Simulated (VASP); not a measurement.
VASP input:

**KPOINTS**
```
Automatic mesh
0
Gamma
7 7 5
0 0 0
```

### INCAR
```
SYSTEM = SnO
PREC = Accurate; ENCUT = 520; LREAL = F
LASPH = T
EDIFF = 1E-7; NELM = 100; ALGO = Normal
LMAXMIX = 4
ISMEAR = -5
GGA = PS
ISIF = 2
LWAVE = F; LCHARG = T; LORBIT = 11
NEDOS = 601
LEFG = T
```

POSCAR:
```
SnO
1
    3.8112905667     0.0000000000     0.0000000000
    0.0000000000     3.8112905667     0.0000000000
    0.0000000000     0.0000000000     4.7301221257
Sn O
2 2
Direct
  0.5000000000   0.0000000000   0.2438735449
  1.0000000000   0.5000000000   0.7561264551
  1.0000000000   0.0000000000   0.0000000000
  0.5000000000   0.5000000000   0.0000000000
```

POTCAR, in this order: Sn_d O (PBE.64 set). Program: vasp_std.

Q: Translate this PBEsol calculation to Ansatz.

A: One equivalent input (not run):
Ansatz 0.2 input:
```yaml
crystal:
  lattice:
    - [3.8112906, 0.0000000, 0.0000000]
    - [0.0000000, 3.8112906, 0.0000000]
    - [0.0000000, 0.0000000, 4.7301221]
  atoms:
    - { symbol: Sn, position: [0.5000000, 0.0000000, 0.2438735] }
    - { symbol: Sn, position: [1.0000000, 0.5000000, 0.7561265] }
    - { symbol: O, position: [1.0000000, 0.0000000, 0.0000000] }
    - { symbol: O, position: [0.5000000, 0.5000000, 0.0000000] }
kpoints:
  mp_grid: { grid: [7, 7, 5] }
hamiltonian:
  xc: pbesol
  pseudopotentials: { kind: paw }
scf:
  occupations: { method: tetrahedron }
  max_iter: 100
output: { forces: true, stress: true, eigenvalues: true }
```
The two are equivalent in intent, not identical: each code has its own PAW files, so the cut-off isn't converted (ENCUT is set for VASP's; basis.ecutwfc is left out, and Ansatz then takes the one that its files recommend); Ansatz stops its SCF on the density residual and VASP on the energy change (EDIFF); the field gradients of LEFG aren't asked of the other code.

The structure comes from a measured SnO entry (P4/nmm) of the Crystallography Open Database, whose conditions weren't checked. It was relaxed first, which changed the volume by -5 %.
